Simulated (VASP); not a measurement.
Input:

```xyz
5
Lattice="4.1196 0.0000 0.0000 0.0000 4.1196 0.0000 0.0000 0.0000 4.1196" Properties=species:S:1:pos:R:3 pbc="T T T"
K      0.0000     0.0000     0.0000
Zn     2.0598     2.0598     2.0598
F      2.0598     0.0000     2.0598
F      0.0000     2.0598     2.0598
F      2.0598     2.0598     0.0000
```

The numbers are results of PBE GGA with D3 dispersion (zero damping), VASP's PBE PAW potentials (set 64) (plane waves; VASP), not measurements. Settings: 520 eV cut-off, 5×5×5 Γ-centred mesh, Gaussian smearing of 0.050 eV, potentials K_sv Zn F.

### Question
What does the run give for the energy per atom (σ→0)?

### Answer

| Property | Value |
|---|---|
| energy per atom (σ→0) | -4.233 eV/atom |

Total energies compare only between runs with the same potentials, cut-off and functional.

The compound is KZnF3 in the cubic perovskite structure. It was relaxed first, which changed the volume by +5 %. The start is the result of an earlier pass.
